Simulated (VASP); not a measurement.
A convergence study with VASP on HgTe (zinc blende): one setting is varied, all else stays as given below, so the limit is that of these other settings. Each run relaxes cell and ions from the cell shown. The basis is that of the starting cell, so low cut-offs carry a Pulay error.

```xyz
2
Lattice="0.0000 3.2300 3.2300 3.2300 0.0000 3.2300 3.2300 3.2300 0.0000" Properties=species:S:1:pos:R:3 pbc="T T T"
Hg     0.0000     0.0000     0.0000
Te     1.6150     1.6150     1.6150
```

Method: PBEsol GGA, VASP's PBE PAW potentials (set 64) (plane waves; VASP). The tightest run used: 700 eV cut-off, 6×6×6 Γ-centred mesh, Gaussian smearing of 0.050 eV, potentials Hg Te.

Question: The settings run are ENCUT = 200; ENCUT = 250; ENCUT = 300; ENCUT = 350; ENCUT = 400; ENCUT = 450; ENCUT = 500; ENCUT = 550; ENCUT = 600; ENCUT = 650; ENCUT = 700. From which on does the relaxed volume stay within 0.1 Å³/atom of the tightest run?

Answer: From ENCUT = 400 on: it is off by 0.044 there and by no more than 0.1 in any finer run, while ENCUT = 350 is off by 0.208.
```json
[
 {"setting": "ENCUT = 200", "relaxed volume (Å³/atom)": "31.455", "E (eV/atom)": "-2.1797", "plane waves": "444", "difference judged (Å³/atom)": "3.194"},
 {"setting": "ENCUT = 250", "relaxed volume (Å³/atom)": "34.496", "E (eV/atom)": "-2.1826", "plane waves": "620", "difference judged (Å³/atom)": "0.153"},
 {"setting": "ENCUT = 300", "relaxed volume (Å³/atom)": "34.448", "E (eV/atom)": "-2.1819", "plane waves": "821", "difference judged (Å³/atom)": "0.201"},
 {"setting": "ENCUT = 350", "relaxed volume (Å³/atom)": "34.441", "E (eV/atom)": "-2.1804", "plane waves": "1018", "difference judged (Å³/atom)": "0.208"},
 {"setting": "ENCUT = 400", "relaxed volume (Å³/atom)": "34.605", "E (eV/atom)": "-2.1819", "plane waves": "1243", "difference judged (Å³/atom)": "0.044"},
 {"setting": "ENCUT = 450", "relaxed volume (Å³/atom)": "34.650", "E (eV/atom)": "-2.1823", "plane waves": "1476", "difference judged (Å³/atom)": "0.001"},
 {"setting": "ENCUT = 500", "relaxed volume (Å³/atom)": "34.629", "E (eV/atom)": "-2.1820", "plane waves": "1724", "difference judged (Å³/atom)": "0.021"},
 {"setting": "ENCUT = 550", "relaxed volume (Å³/atom)": "34.625", "E (eV/atom)": "-2.1819", "plane waves": "1994", "difference judged (Å³/atom)": "0.024"},
 {"setting": "ENCUT = 600", "relaxed volume (Å³/atom)": "34.640", "E (eV/atom)": "-2.1821", "plane waves": "2272", "difference judged (Å³/atom)": "0.009"},
 {"setting": "ENCUT = 650", "relaxed volume (Å³/atom)": "34.650", "E (eV/atom)": "-2.1821", "plane waves": "2637", "difference judged (Å³/atom)": "0.001"},
 {"setting": "ENCUT = 700", "relaxed volume (Å³/atom)": "34.649", "E (eV/atom)": "-2.1821", "plane waves": "2874", "difference judged (Å³/atom)": "0.000"}
]
```

Left out are rungs that failed or repeat a setting and relaxations that didn't move; long series are thinned to 24 rows.

The compound is HgTe in the zinc blende structure.
